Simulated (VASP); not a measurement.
Data:

```xyz
2
Lattice="0.0000 2.3141 2.3141 2.3141 0.0000 2.3141 2.3141 2.3141 0.0000" Properties=species:S:1:pos:R:3 pbc="T T T"
Hf     0.0000     0.0000     0.0000
C      2.3141     2.3141     2.3141
```

Calculation: r2SCAN+rVV10, VASP's PBE PAW potentials (set 64) (plane waves; VASP). Numerical set-up: 520 eV cut-off, 15×15×15 Γ-centred mesh, tetrahedra with Blöchl corrections, potentials Hf_pv C.

Task: Give the energies of bands 5 to 10 at the high-symmetry points, in eV from the Fermi level.

Result: 
| band | Γ | X | U | L | W |
|---|---|---|---|---|---|
| 5 | 0.99 | -2.83 | -3.69 | -6.42 | -3.20 |
| 6 | 0.99 | -1.71 | -2.94 | -3.22 | -2.88 |
| 7 | 0.99 | -0.19 | -1.82 | -3.22 | -2.88 |
| 8 | 1.61 | -0.19 | 1.78 | 5.71 | 3.98 |
| 9 | 1.61 | 5.53 | 6.19 | 5.71 | 3.98 |
| 10 | 1.61 | 7.17 | 6.63 | 6.27 | 7.18 |

It has no gap at this level: it comes out as a metal or semimetal.

The compound is HfC in the rock salt structure. It was relaxed first.
